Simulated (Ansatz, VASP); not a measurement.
## AlGa45O69 (glassy Ga2O3): VASP beside Ansatz

Wanted: the spread between two codes on one cell, functional and k mesh. Of the first pair: The structure shown is the start of the Ansatz relaxation below; VASP solves that cell, so the two are compared at the walk's first step.

Program: Ansatz 0.2.0. Level of theory: plane waves, with VASP 6.6.1 beside it; single point at PBE. Results are calculated unless marked as measured.

## (1) Starting point

The cell holds 115 atoms: 45 Ga, 1 Al and 69 O. Its edges and angles: a = 11.054 Å, b = 11.054 Å, c = 11.054 Å, α = 90.0°, β = 90.0°, γ = 90.0°. It derives from Ga2O3 (glassy Ga2O3). As first built, before any earlier steps moved the atoms (in the runner's words): 115 atoms (46 Fe, 69 O) placed at random at 4.52 g/cm^3, melted at 4500 K for 20 ps at fixed volume with the Morse and Coulomb pair potential with partial charges (Pedone, Malavasi, Menziani, Cormack and Segre, J. Phys. Chem. B 110, 11780 (2006)). Quenched from 4500 K to 300 K at 100 K/ps and fixed volume, held 5 ps. Then Fe was replaced by Ga (the potential has no terms for the new elements, so the cell is a start for a DFT relaxation). Nearest the centre at fractional (0.037, 0.877, 0.222): Al46 at 0.00 Å, O67 at 1.81 Å, O111 at 1.87 Å, O53 at 1.93 Å, O113 at 1.95 Å, O92 at 3.00 Å, Ga14 at 3.06 Å, O56 at 3.08 Å.

## (2) Ansatz: relaxation, PBE

Ansatz runs on its default PAW (the set named soft_2) files.

The two programs are compared at the cell with which this relaxation starts, whose forces are those of its first step.

input.yaml reads:

```yaml
crystal:
  lattice:
    - [11.0541, 0.0, 0.0]
    - [0.0, 11.0541, 0.0]
    - [0.0, 0.0, 11.0541]
  atoms:
    - { symbol: Ga, position: [0.40652, 0.68929, 0.64533] }
    - { symbol: Ga, position: [0.44452, 0.26461, 0.06912] }
[... 1 atom line left out ...]
    - { symbol: Ga, position: [0.68769, 0.98726, 0.30172] }
    - { symbol: Ga, position: [0.21123, 0.71509, 0.84515] }
[... 3 atom lines left out ...]
    - { symbol: Ga, position: [0.7616, 0.79036, 0.50989] }
[... 4 atom lines left out ...]
    - { symbol: Ga, position: [0.02001, 0.65235, 0.06132] }
    - { symbol: Ga, position: [0.75794, 0.81892, 0.03553] }
    - { symbol: Ga, position: [0.31126, 0.78613, 0.1324] }
[... 2 atom lines left out ...]
    - { symbol: Ga, position: [0.64445, 0.52252, 0.72971] }
[... 1 atom line left out ...]
    - { symbol: Ga, position: [0.27022, 0.99685, 0.66227] }
    - { symbol: Ga, position: [0.97893, 0.44634, 0.2764] }
[... 2 atom lines left out ...]
    - { symbol: Ga, position: [0.25313, 0.48767, 0.46754] }
    - { symbol: Ga, position: [0.99731, 0.9248, 0.53442] }
[... 1 atom line left out ...]
    - { symbol: Ga, position: [0.82808, 0.26179, 0.78933] }
[... 2 atom lines left out ...]
    - { symbol: Ga, position: [0.54612, 0.16173, 0.81657] }
    - { symbol: Ga, position: [0.98965, 0.62381, 0.5285] }
[... 4 atom lines left out ...]
    - { symbol: Ga, position: [0.82641, 0.38941, 0.50193] }
    - { symbol: Ga, position: [0.21787, 0.80486, 0.43871] }
[... 2 atom lines left out ...]
    - { symbol: Ga, position: [0.72685, 0.17247, 0.0634] }
[... 4 atom lines left out ...]
    - { symbol: Ga, position: [0.75541, 0.0903, 0.57986] }
    - { symbol: O, position: [0.16647, 0.93593, 0.54592] }
[... 2 atom lines left out ...]
    - { symbol: O, position: [0.15885, 0.63158, 0.47989] }
[... 2 atom lines left out ...]
    - { symbol: O, position: [0.91747, 0.77733, 0.14415], spin: 0.6 }
    - { symbol: O, position: [0.13497, 0.58526, 0.94144] }
[... 1 atom line left out ...]
    - { symbol: O, position: [0.79254, 0.86813, 0.3555] }
[... 4 atom lines left out ...]
    - { symbol: O, position: [0.35915, 0.72571, 0.94799] }
[... 2 atom lines left out ...]
    - { symbol: O, position: [0.08837, 0.52049, 0.16269] }
[... 2 atom lines left out ...]
    - { symbol: O, position: [0.98263, 0.03095, 0.20588], spin: 0.6 }
[... 4 atom lines left out ...]
    - { symbol: O, position: [0.11264, 0.05306, 0.92895] }
[... 1 atom line left out ...]
    - { symbol: O, position: [0.85941, 0.17741, 0.94908] }
    - { symbol: O, position: [0.68845, 0.74562, 0.17792] }
    - { symbol: O, position: [0.05305, 0.79066, 0.83633] }
[... 2 atom lines left out ...]
    - { symbol: O, position: [0.83067, 0.87181, 0.8718] }
[... 1 atom line left out ...]
    - { symbol: O, position: [0.22872, 0.10006, 0.2204] }
[... 2 atom lines left out ...]
    - { symbol: O, position: [0.35589, 0.93715, 0.05512] }
    - { symbol: O, position: [0.84073, 0.65317, 0.43932] }
[... 3 atom lines left out ...]
    - { symbol: O, position: [0.72414, 0.14359, 0.23779] }
[... 1 atom line left out ...]
    - { symbol: O, position: [0.07572, 0.19044, 0.45022] }
    - { symbol: O, position: [0.29771, 0.86407, 0.29601] }
[... 3 atom lines left out ...]
    - { symbol: O, position: [0.89048, 0.0466, 0.47043] }
[... 4 atom lines left out ...]
    - { symbol: O, position: [0.87056, 0.64368, 0.95634] }
[... 2 atom lines left out ...]
    - { symbol: O, position: [0.98007, 0.28065, 0.23362] }
[... 2 atom lines left out ...]
    - { symbol: O, position: [0.92643, 0.78456, 0.60525] }
[... 2 atom lines left out ...]
    - { symbol: O, position: [0.85216, 0.54218, 0.21484] }
    - { symbol: O, position: [0.05162, 0.82871, 0.38295], spin: 0.6 }
    - { symbol: O, position: [0.69634, 0.98419, 0.07496] }
    - { symbol: O, position: [0.14237, 0.78317, 0.11516], spin: 0.6 }
[... 1 atom line left out ...]
    - { symbol: O, position: [0.97322, 0.02927, 0.69076] }
magnetization:
  spin_polarized: true
kpoints:
  mp_grid: { grid: [1, 1, 1] }
hamiltonian:
  xc: pbe
scf:
  occupations: { method: fermi_dirac, width: 0.025 }
  lower_state_search: "off"
output:
  forces: true
  eigenvalues: true
relax:
  f_tol: 0.05
  max_steps: 90
```

Launch:

```console
$ ansatz run input.yaml --threads 4 --pin off --max-ram 8192MiB --backend cpu --events-out ev --progress --plain --runs-dir out
```

Numbers of over 12 decimals in the logs are rounded to 6 here.

The log of the run:

```text
Engine: ansatz 0.2.0, x86_64-unknown-linux-gnu
Pseudopotentials: kind: paw
Pseudopotential: Ga, paw, valence charge 13, recommended cutoff 420 eV (normal), Ga.paw.azcp
Pseudopotential: Al, paw, valence charge 3, recommended cutoff 420 eV (normal), Al.paw.azcp
Pseudopotential: O, paw, valence charge 6, recommended cutoff 420 eV (normal), O.paw.azcp
Functional definition: PBE
  parameter kappa = 0.804
  parameter beta = 0.066725
  exchange = pbe_x(kappa = kappa, mu = beta*pi^2/3)
  correlation = pbe_c(beta = beta)
Crystal: 115 atoms, lattice volume = 1350.735 Å³
Basis set: ecut = 420 eV, 26529 PW (Γ), exchange–correlation on 150×150×150 points (8 copies of the dense FFT grid, shifted against one another)
Bands: 618, of which v1, the nominal top of the filled ones, is band 501 counted from 1 (500 counted from 0)
Symmetry: 1 space group operations
Space group: P1 (ITA 1), of the structure as read, at distance tolerance 1.1e-4 Å
Magnetic group: BNS 1.1 (UNI 1), of the structure as read, at distance tolerance 1.1e-4 Å
k-points: 1
Non-local potential: Ga, projectors of the file, l = 0: 2, l = 1: 2, l = 2: 3, l = 3: 1
Non-local potential: Al, projectors of the file, l = 0: 2, l = 1: 2, l = 2: 1
Non-local potential: O, projectors of the file, l = 0: 2, l = 1: 2, l = 2: 1
PAW form: soft (Blöchl's): semilocal exchange-correlation on the pseudo side does not see the compensation charge
PAW one-centre angular grid: Ga, 590 points (default); XC on 64 Gauss nodes
PAW one-centre angular grid: Al, 110 points (default); XC on 64 Gauss nodes
PAW one-centre angular grid: O, 110 points (default); XC on 64 Gauss nodes
Initial density: superposition of atomic densities (chi_scale 0.1, normalization cell, long waves kept (reshape's long-wave potential 0.25 eV rms))
Starting moments: Σ|m| = 3 μB on 5 of 115 sites
Initial wavefunctions: pseudopotential atomic-orbital guess
Functional: x = pbe(κ = 0.804, μ = 0.219515), c = pbe(β = 0.066725)
SCF iter   1: F=—  HF=-209975.519744 eV  |F-HF|=—  |Δ(HF+E_count)|=         —  Δρ=5.30e-2 (↑5.19e-2 ↓5.30e-2)  dr2=7.63e1  dr2_m=1.01e0  M=0.000 μB ∫|m|=0.647 μB  β_m=0.30  ethr=3.10e-3  ⟨swp⟩=5.5  Hψ=3939  notcnv=0  defer=137
preconditioner: auto → Resta (q_TF=auto, 2.596 Å⁻¹)  ε∞=4.2  [insulator: Δε(μ)=1.088 eV  Ē_g=17.960 eV  σ=0.025 eV  W_gap=1.00  n_scr=388 (ndim 8)  ℏωp=32.0 eV  f_vac=0.022  D(μ)=0.00/eV (n_scr^D=0)  ε∞_Penn≈4.2]
spin=Collinear: Resta preconditioning applied to the charge; magnetization (m = ρ↑ − ρ↓) channel mixes plain (no charge-response kernel on spin).
SCF iter   2: F=—  HF=-209959.858135 eV  |F-HF|=—  |Δ(HF+E_count)|=    1.57e1  Δρ=3.43e-2 (↑3.39e-2 ↓3.43e-2)  dr2=3.17e1  dr2_m=5.50e-1  M=0.000 μB ∫|m|=0.465 μB  β_m=0.30  ethr=3.10e-3  ⟨swp⟩=3.0  Hψ=2399  notcnv=0  defer=220
SCF iter   3: F=—  HF=-209949.751971 eV  |F-HF|=—  |Δ(HF+E_count)|=    1.01e1  Δρ=1.15e-2 (↑1.15e-2 ↓1.06e-2)  dr2=2.96e0  dr2_m=3.03e-1  M=0.000 μB ∫|m|=0.365 μB  β_m=0.30  ethr=3.10e-3  ⟨swp⟩=3.0  Hψ=2032  notcnv=0  defer=220
SCF iter   4: F=—  HF=-209948.811127 eV  |F-HF|=—  |Δ(HF+E_count)|=   9.41e-1  Δρ=4.64e-3 (↑4.48e-3 ↓4.64e-3)  dr2=2.83e-1  dr2_m=1.68e-1  M=0.000 μB ∫|m|=0.284 μB  β_m=0.30  ethr=2.95e-4  ⟨swp⟩=2.0  Hψ=2301  notcnv=0  defer=220
SCF iter   5: F=—  HF=-209948.993195 eV  |F-HF|=—  |Δ(HF+E_count)|=   1.82e-1  Δρ=3.73e-3 (↑3.58e-3 ↓3.73e-3)  dr2=1.62e-1  dr2_m=9.42e-2  M=0.000 μB ∫|m|=0.224 μB  β_m=0.30  ethr=2.83e-5  ⟨swp⟩=2.5  Hψ=1894  notcnv=0  defer=220
SCF iter   6: F=—  HF=-209949.142698 eV  |F-HF|=—  |Δ(HF+E_count)|=   1.50e-1  Δρ=2.16e-3 (↑2.16e-3 ↓2.14e-3)  dr2=2.20e-2  dr2_m=5.32e-2  M=0.000 μB ∫|m|=0.178 μB  β_m=0.30  ethr=1.62e-5  ⟨swp⟩=2.0  Hψ=1893  notcnv=0  defer=220
SCF iter   7: F=—  HF=-209949.158298 eV  |F-HF|=—  |Δ(HF+E_count)|=   1.56e-2  Δρ=1.61e-3 (↑1.59e-3 ↓1.61e-3)  dr2=3.09e-3  dr2_m=3.04e-2  M=0.000 μB ∫|m|=0.141 μB  β_m=0.30  ethr=2.19e-6  ⟨swp⟩=2.0  Hψ=1961  notcnv=0  defer=220
Mixer restart at iter 7: flushing history
spin-set hold released at iteration 7 (site moments contracting): the magnetisation degrees of freedom join the quasi-Newton model from the next iteration; the mixer history was flushed
SCF iter   8: F=—  HF=-209949.169085 eV  |F-HF|=—  |Δ(HF+E_count)|=   1.08e-2  Δρ=1.22e-3 (↑1.21e-3 ↓1.22e-3)  dr2=1.95e-3  dr2_m=1.75e-2  M=0.000 μB ∫|m|=0.112 μB  β_m=0.65  ethr=3.09e-7  ⟨swp⟩=2.5  Hψ=2007  notcnv=0  defer=220
SCF iter   9: F=—  HF=-209949.183818 eV  |F-HF|=—  |Δ(HF+E_count)|=   1.47e-2  Δρ=8.37e-5 (↑8.37e-5 ↓8.17e-5)  dr2=1.88e-4  dr2_m=5.00e-5  M=-0.000 μB ∫|m|=0.013 μB  β_m=0.80  ethr=1.94e-7  ⟨swp⟩=3.0  Hψ=2880  notcnv=0  defer=220
SCF iter  10: F=—  HF=-209949.184051 eV  |F-HF|=—  |Δ(HF+E_count)|=   2.33e-4  Δρ=5.45e-5 (↑5.45e-5 ↓5.45e-5)  dr2=1.38e-4  dr2_m=4.71e-6  M=-0.000 μB ∫|m|=0.004 μB  β_m=0.73  ethr=1.88e-8  ⟨swp⟩=2.0  Hψ=2128  notcnv=0  defer=220
[...]
- { symbol: Ga, position: [0.761165, 0.789722, 0.510667] }
    - { symbol: Ga, position: [0.418177, 0.872666, 0.870956] }
    - { symbol: Ga, position: [0.788968, 0.482819, 0.973183] }
    - { symbol: Ga, position: [0.036640, 0.181003, 0.623265] }
    - { symbol: Ga, position: [0.181729, 0.218307, 0.858916] }
    - { symbol: Ga, position: [0.020482, 0.652605, 0.063973] }
    - { symbol: Ga, position: [0.758115, 0.817175, 0.034556] }
    - { symbol: Ga, position: [0.310559, 0.787976, 0.133271] }
    - { symbol: Al, position: [0.035871, 0.870433, 0.222902] }
    - { symbol: Ga, position: [0.692757, 0.458634, 0.210544] }
    - { symbol: Ga, position: [0.644046, 0.522796, 0.729667] }
    - { symbol: Ga, position: [0.953893, 0.284034, 0.052741] }
    - { symbol: Ga, position: [0.269530, 0.997011, 0.661065] }
    - { symbol: Ga, position: [0.978516, 0.444336, 0.276517] }
    - { symbol: Ga, position: [0.955890, 0.131581, 0.327913] }
    - { symbol: Ga, position: [0.560059, 0.491940, 0.469195] }
    - { symbol: Ga, position: [0.252908, 0.488126, 0.467779] }
    - { symbol: Ga, position: [0.996842, 0.924009, 0.530741] }
    - { symbol: Ga, position: [0.999326, 0.955383, 0.841590] }
    - { symbol: Ga, position: [0.827571, 0.262081, 0.788609] }
    - { symbol: Ga, position: [0.210873, 0.212775, 0.351499] }
    - { symbol: Ga, position: [0.409735, 0.233711, 0.564760] }
    - { symbol: Ga, position: [0.545930, 0.161483, 0.816435] }
    - { symbol: Ga, position: [0.989544, 0.623748, 0.529001] }
    - { symbol: Ga, position: [0.821448, 0.702456, 0.275587] }
[...]
- { symbol: Ga, position: [0.231623, 0.072737, 0.052470] }
    - { symbol: Ga, position: [0.906400, 0.701817, 0.791800] }
    - { symbol: Ga, position: [0.727238, 0.171728, 0.062658] }
    - { symbol: Ga, position: [0.377430, 0.023526, 0.289127] }
    - { symbol: Ga, position: [0.554520, 0.733405, 0.284642] }
    - { symbol: Ga, position: [0.392499, 0.440505, 0.256093] }
    - { symbol: Ga, position: [0.527153, 0.995449, 0.072048] }
    - { symbol: Ga, position: [0.755760, 0.089953, 0.579724] }
    - { symbol: O, position: [0.165634, 0.935765, 0.544872] }
    - { symbol: O, position: [0.748333, 0.413837, 0.819173] }
    - { symbol: O, position: [0.697586, 0.918298, 0.626143] }
    - { symbol: O, position: [0.158486, 0.631938, 0.479838] }
    - { symbol: O, position: [0.616809, 0.570110, 0.326647] }
    - { symbol: O, position: [0.497096, 0.551528, 0.618383] }
    - { symbol: O, position: [0.920698, 0.777182, 0.149767] }
    - { symbol: O, position: [0.134997, 0.586974, 0.943420] }
    - { symbol: O, position: [0.747938, 0.355176, 0.356135] }
    - { symbol: O, position: [0.792517, 0.867059, 0.356364] }
    - { symbol: O, position: [0.609449, 0.775775, 0.942478] }
    - { symbol: O, position: [0.642890, 0.530267, 0.053592] }
    - { symbol: O, position: [0.699796, 0.151523, 0.736663] }
    - { symbol: O, position: [0.954904, 0.426621, 0.952217] }
    - { symbol: O, position: [0.357910, 0.726957, 0.947929] }
    - { symbol: O, position: [0.394713, 0.543429, 0.388746] }
    - { symbol: O, position: [0.978013, 0.455740, 0.450975] }
    - { symbol: O, position: [0.088282, 0.519703, 0.163563] }
    - { symbol: O, position: [0.440914, 0.679768, 0.160460] }
    - { symbol: O, position: [0.281824, 0.612805, 0.726672] }
    - { symbol: O, position: [0.990628, 0.020815, 0.211503] }
    - { symbol: O, position: [0.200524, 0.151221, 0.695853] }
    - { symbol: O, position: [0.584086, 0.224866, 0.974391] }
    - { symbol: O, position: [0.502037, 0.523122, 0.844741] }
[...]
- { symbol: O, position: [0.011290, 0.285540, 0.764433] }
    - { symbol: O, position: [0.589270, 0.781413, 0.460977] }
    - { symbol: O, position: [0.852205, 0.541237, 0.214883] }
    - { symbol: O, position: [0.053003, 0.829344, 0.378254] }
    - { symbol: O, position: [0.697683, 0.983731, 0.073665] }
    - { symbol: O, position: [0.141550, 0.785789, 0.122047] }
    - { symbol: O, position: [0.987425, 0.568403, 0.704065] }
    - { symbol: O, position: [0.972152, 0.029507, 0.689924] }
```

In the SCF lines HF is the Harris–Foulkes energy and dr2 the Hartree energy of the density residual, in eV; the loop may stop once dr2 is under the threshold and the program's other checks hold. Hψ counts applications of the Hamiltonian.

## (3) VASP: single point, PBE, start cell, pair 1

The same cell, functional, mesh and smearing now go to VASP, with its own data sets.

Lines of VASP's logs that name or quote its potential files are left out, and so is its time.

INCAR reads:

```
SYSTEM = AlGa45O69
PREC = Accurate
ENCUT = 520
EDIFF = 1E-06
NELM = 200
ISMEAR = -1
SIGMA = 0.025
LREAL = Auto
ALGO = Normal
GGA = PE
NBANDS = 592
ISPIN = 2
MAGMOM = 0 -0 -0 0 0 0 0 0 0 0 0 0 0 0 0 0 -0 -0 0 -0 -0 -0 -0 0 -0 -0 0 0 0 0 0 -0 0 -0 -0 0 -0 0 0 0 0 0 0 -0 0 -0 -0 0 0 0 0 0 0 0 0 -0 -0 -0 -0 0 0 -0 -0 0 0 -0 -0 -0 0 0 -0 -0 -0 -0 0 0 -0 0 0 -0 0 -0 -0 -0 0 -0 0 -0 -0 -0 0 -0 0 -0 -0 -0 -0 -0 -0 0 0 -0 -0 -0 -0 -0 -0 0 -0 -0 0 0 0 -0 -0
LORBIT = 11
LWAVE = .FALSE.
LCHARG = .FALSE.
ISIF = 2
LASPH = .TRUE.
GGA_COMPAT = .FALSE.
NCORE = 4
```

POSCAR reads:

```
AlGa45O69
1.0
   11.0541000000      0.0000000000      0.0000000000
    0.0000000000     11.0541000000      0.0000000000
    0.0000000000      0.0000000000     11.0541000000
Ga Al O
45 1 69
Direct
    0.4065188482      0.6892917560      0.6453261686
    0.4445228467      0.2646077021      0.0691236736
[... 1 atom line left out ...]
    0.6876905402      0.9872626446      0.3017161053
    0.2112338408      0.7150921378      0.8451524774
[... 3 atom lines left out ...]
    0.7615997684      0.7903583286      0.5098922572
[... 4 atom lines left out ...]
    0.0200106748      0.6523461883      0.0613166156
    0.7579359695      0.8189178676      0.0355343266
    0.3112600754      0.7861336518      0.1324033616
[... 2 atom lines left out ...]
    0.9545236609      0.2827729078      0.0538985535
[... 1 atom line left out ...]
    0.9789308944      0.4463411766      0.2764042301
    0.9546684036      0.1350991940      0.3308003365
[... 2 atom lines left out ...]
    0.9973132141      0.9247971341      0.5344170941
    0.9995024471      0.9545508002      0.8426375734
[... 1 atom line left out ...]
    0.2112790729      0.2127807782      0.3510190789
[... 2 atom lines left out ...]
    0.9896508988      0.6238137885      0.5285007373
    0.8217132105      0.7039288590      0.2746673180
[... 4 atom lines left out ...]
    0.2178739110      0.8048597353      0.4387060005
    0.2323934106      0.0723170588      0.0525868230
[... 2 atom lines left out ...]
    0.3763309541      0.0222632326      0.2890963534
[... 4 atom lines left out ...]
    0.0374159814      0.8769868194      0.2218724274
    0.1664721687      0.9359332736      0.5459241367
[... 2 atom lines left out ...]
    0.1588460390      0.6315756145      0.4798943378
[... 2 atom lines left out ...]
    0.9174695362      0.7773314879      0.1441456111
    0.1349725441      0.5852579586      0.9414425417
[... 1 atom line left out ...]
    0.7925385151      0.8681303770      0.3554970554
[... 4 atom lines left out ...]
    0.3591518079      0.7257126315      0.9479921477
[... 2 atom lines left out ...]
    0.0883744493      0.5204856117      0.1626907663
[... 2 atom lines left out ...]
    0.9826308790      0.0309477931      0.2058783619
[... 4 atom lines left out ...]
    0.1126369401      0.0530572367      0.9289494396
[... 1 atom line left out ...]
    0.8594096308      0.1774092871      0.9490777178
    0.6884504392      0.7456237957      0.1779158864
    0.0530481903      0.7906568604      0.8363322206
[... 2 atom lines left out ...]
    0.8306691635      0.8718122688      0.8718032223
[... 1 atom line left out ...]
    0.2287205652      0.1000624203      0.2203978614
[... 2 atom lines left out ...]
    0.3558860513      0.9371454935      0.0551198198
    0.8407287794      0.6531694123      0.4393211569
[... 3 atom lines left out ...]
    0.7241385549      0.1435937797      0.2377941216
[... 1 atom line left out ...]
    0.0757185117      0.1904361278      0.4502220895
    0.2977085425      0.8640685357      0.2960078161
[... 3 atom lines left out ...]
    0.8904840738      0.0465980948      0.4704317855
[... 4 atom lines left out ...]
    0.8705638632      0.6436797206      0.9563419908
[... 2 atom lines left out ...]
    0.9800707430      0.2806469998      0.2336237233
[... 2 atom lines left out ...]
    0.9264254892      0.7845595752      0.6052505405
[... 2 atom lines left out ...]
    0.8521634507      0.5421789200      0.2148433613
    0.0516188564      0.8287060910      0.3829529315
    0.6963389150      0.9841868628      0.0749586126
    0.1423725134      0.7831664269      0.1151608905
[... 1 atom line left out ...]
    0.9732226052      0.0292742060      0.6907572756
```

KPOINTS reads:

```
Automatic mesh
0
Gamma
1 1 1
0 0 0
```

PAW data sets: Ga_d, Al and O (PBE family, release 64).

Launch:

```console
$ mpirun -np 16 vasp_gam
```

The log of the run:

```text
[banner, memory and clock lines left out]
running   16 mpi-ranks, on    1 nodes
[...]
LDA part: xc-table for (Slater+PW92), standard interpolation
 POSCAR, INCAR and KPOINTS ok, starting setup
[...]
entering main loop
       N       E                     dE             d eps       ncg     rms          rms(c)
DAV:   1     0.287193712002E+05    0.28719E+05   -0.34929E+05  2392   0.348E+03
DAV:   2     0.682424268242E+04   -0.21895E+05   -0.20803E+05  2368   0.102E+03
DAV:   3     0.295676318174E+03   -0.65286E+04   -0.61324E+04  3000   0.382E+02
DAV:   4    -0.682146162138E+03   -0.97782E+03   -0.94760E+03  2784   0.152E+02
[...]
DAV:  20    -0.670714490688E+03   -0.11242E-05   -0.18447E-05  2432   0.148E-02    0.225E-03
DAV:  21    -0.670714491778E+03   -0.10897E-05   -0.13642E-05  1928   0.114E-02    0.235E-03
DAV:  22    -0.670714491701E+03    0.76921E-07   -0.90976E-07  1408   0.832E-03
   1 F= -.67071449E+03 E0= -.67071449E+03  d E =-.680906E-07  mag=     0.0000
```

Parts of OUTCAR (step 3):

```text
 magnetization (x)
# of ion       s       p       d       tot
------------------------------------------
    1        0.000   0.000   0.000   0.000
    2        0.000  -0.000  -0.000  -0.000
    3        0.000   0.000  -0.000   0.000
    4       -0.000  -0.000   0.000  -0.000
    5       -0.000  -0.000  -0.000  -0.000
    6       -0.000  -0.000   0.000  -0.000
[...]
113        0.000   0.000   0.000   0.000
  114        0.000  -0.000   0.000  -0.000
  115        0.000  -0.000   0.000  -0.000
--------------------------------------------------
tot          0.000   0.000  -0.000   0.000
```

The run ends at a pressure of -4.42 GPa, with forces up to 1.6 eV/Å.

(Part 1 of 2 ends here.)

[Lines on the potential files, build, host, timing and source positions are cut from VASP's logs without a mark.]

[Logs are printed without paths, hosts, clocks, repeated set-up lines and the standing remarks that a program may print on its own settings, such as how far it seeks lower states.]

[Hosts, paths, dates, database ids (printed as entryN), source tags and the programs' standing remarks are cut or masked in the printed files.]
